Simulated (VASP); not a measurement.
Output of a VASP run:

### OSZICAR
```
       N       E                     dE             d eps       ncg     rms          rms(c)
DAV:   1     0.510239253631E+02    0.51024E+02   -0.77498E+03   864   0.120E+03
DAV:   2    -0.304420363321E+02   -0.81466E+02   -0.73925E+02  1268   0.223E+02
DAV:   3    -0.344866930708E+02   -0.40447E+01   -0.40176E+01  1132   0.530E+01
DAV:   4    -0.345231250926E+02   -0.36432E-01   -0.36423E-01   984   0.575E+00
DAV:   5    -0.345235446295E+02   -0.41954E-03   -0.41949E-03   804   0.694E-01    0.122E+01
DAV:   6    -0.297672367742E+02    0.47563E+01   -0.16906E+01  1032   0.316E+01    0.426E+00
DAV:   7    -0.297815286732E+02   -0.14292E-01   -0.65894E-01   968   0.641E+00    0.290E+00
DAV:   8    -0.297747933230E+02    0.67354E-02   -0.78285E-02   988   0.292E+00
   1 F= -.29774793E+02 E0= -.29774793E+02  d E =-.204156E-16
```

OUTCAR:
```
------------------------ aborting loop because EDIFF is reached ----------------------------------------
  FORCE on cell =-STRESS in cart. coord.  units (eV):
  Direction    XX          YY          ZZ          XY          YZ          ZX
  --------------------------------------------------------------------------------------
  Total        2.2731608      2.2731608      2.2266434      0.0000000     -0.0000000      0.0000000
  in kB       87.3091970     87.3091966     85.5225228      0.0000000     -0.0000000      0.0000000
  external PRESSURE =      86.7136388 kB  Pullay stress =       0.0000000 kB
  volume of cell :       41.71
      direct lattice vectors                 reciprocal lattice vectors
     1.555000000 -2.693339000  0.000000000     0.321543408 -0.185643174  0.000000000
     1.555000000  2.693339000  0.000000000     0.321543408  0.185643174  0.000000000
     0.000000000  0.000000000  4.980000000     0.000000000  0.000000000  0.200803213
  FREE ENERGIE OF THE ION-ELECTRON SYSTEM (eV)
  ---------------------------------------------------
  free  energy   TOTEN  =       -29.7747933230 eV

  energy  without entropy=      -29.7747933230  energy(sigma->0) =      -29.77479332
```
(Selected blocks of OUTCAR.)

### POSCAR
```
AlN
1
    1.5550000000    -2.6933390000     0.0000000000
    1.5550000000     2.6933390000     0.0000000000
    0.0000000000     0.0000000000     4.9800000000
Al N
2 2
Direct
  0.6666670000   0.3333330000   0.5000000000
  0.3333330000   0.6666670000   0.0000000000
  0.6666670000   0.3333330000   0.8820000000
  0.3333330000   0.6666670000   0.3820000000
```

Problem. Reconstruct the remaining input files.

Solution. Several could match; the one computed here: the input of the run itself, PBE GGA, plane waves, VASP's PBE PAW potentials (set 64).

### INCAR
```
SYSTEM = AlN
PREC = Accurate
ENCUT = 520
EDIFF = 1E-2
NELM = 100
ALGO = Normal
LREAL = .FALSE.
LASPH = .TRUE.
ISMEAR = 0
SIGMA = 0.05
GGA = PE
LWAVE = .FALSE.
LCHARG = .FALSE.
ISIF = 2
```

### KPOINTS
```
Automatic
0
gamma
  9 9 5
0 0 0
```

POTCAR, in this order: Al N (PBE.64 set). Program: vasp_std.

The compound is AlN in the wurtzite structure. The cell was not relaxed at this level. The run is one of a series of settings (EDIFF = 1E-2 against the base run), some of them coarse on purpose.
